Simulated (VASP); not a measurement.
A convergence study with VASP on Al (space group Fm-3m): a few settings are varied, all else stays as given below, so the limit is that of these other settings.

```
Al
1.0
    0.00000     2.03107     2.03107
    2.03107     0.00000     2.03107
    2.03107     2.03107     0.00000
Al
1
Direct
  0.00000   0.00000   0.00000
```

All values below come from PBEsol GGA, VASP's PBE PAW potentials (set 64) (plane waves; VASP 6.6.1). The last row used: 300 eV cut-off, 14×14×14 Γ-centred mesh, Gaussian smearing of 0.10 eV, potentials Al.

```json
[
 {"setting": "EDIFF = 1E-01", "E (eV/atom)": "-4.0871", "pressure (GPa)": "-4.96", "irreducible k-points": "104"},
 {"setting": "EDIFF = 1E-02", "E (eV/atom)": "-4.0754", "pressure (GPa)": "-2.91", "irreducible k-points": "104"},
 {"setting": "EDIFF = 1E-03", "E (eV/atom)": "-4.0754", "pressure (GPa)": "-2.89", "irreducible k-points": "104"},
 {"setting": "EDIFF = 1E-04", "E (eV/atom)": "-4.0754", "pressure (GPa)": "-2.90", "irreducible k-points": "104"},
 {"setting": "EDIFF = 1E-05", "E (eV/atom)": "-4.0754", "pressure (GPa)": "-2.89", "irreducible k-points": "104"},
 {"setting": "EDIFF = 1E-06", "E (eV/atom)": "-4.0754", "pressure (GPa)": "-2.89", "irreducible k-points": "104"},
 {"setting": "EDIFF = 1E-07", "E (eV/atom)": "-4.0754", "pressure (GPa)": "-2.89", "irreducible k-points": "104"},
 {"setting": "EDIFF = 1E-08", "E (eV/atom)": "-4.0754", "pressure (GPa)": "-2.89", "irreducible k-points": "104"},
 {"setting": "EDIFF = 1E-10", "E (eV/atom)": "-4.0754", "pressure (GPa)": "-2.89", "irreducible k-points": "104"},
 {"setting": "EDIFF = 1E-12", "E (eV/atom)": "-4.0754", "pressure (GPa)": "-2.89", "irreducible k-points": "104"}
]
```

Left out are rungs that failed or repeat a setting and relaxations that didn't move; long series are thinned to 24 rows.

The structure is a typed Al crystal (space group no. 225). The cell was not relaxed at this level.
